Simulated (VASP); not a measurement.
Here is the system:

```
CaC6
1.0
    4.69698    -2.17216    -0.00260
    4.69698     2.17216    -0.00260
    3.69445     0.00000     3.62366
Ca C
1 6
Direct
  0.00000   0.00000   0.00000
  0.16682   0.83318   0.50000
  0.50000   0.16682   0.83318
  0.83318   0.50000   0.16682
  0.83318   0.16682   0.50000
  0.50000   0.83318   0.16682
  0.16682   0.50000   0.83318
```

Method: PBE GGA, VASP's PBE PAW potentials (set 64) (plane waves; VASP 6.6.1). Numerical set-up: 520 eV cut-off, 10×10×10 Γ-centred mesh, tetrahedra with Blöchl corrections, potentials Ca_sv C.

Question: What does the run give for the energy per atom (σ→0), band gap (on the k-mesh) with the smallest direct gap where there is one?

Answer: 
The band gap (on the k-mesh) is none (metal, semimetal or under 0.01 eV). The energy per atom (σ→0) comes out as -8.212 eV/atom.

The absolute energy has meaning only against runs of the same code, potentials and settings.

The compound is CaC6 in the sg166 structure. It was relaxed first.
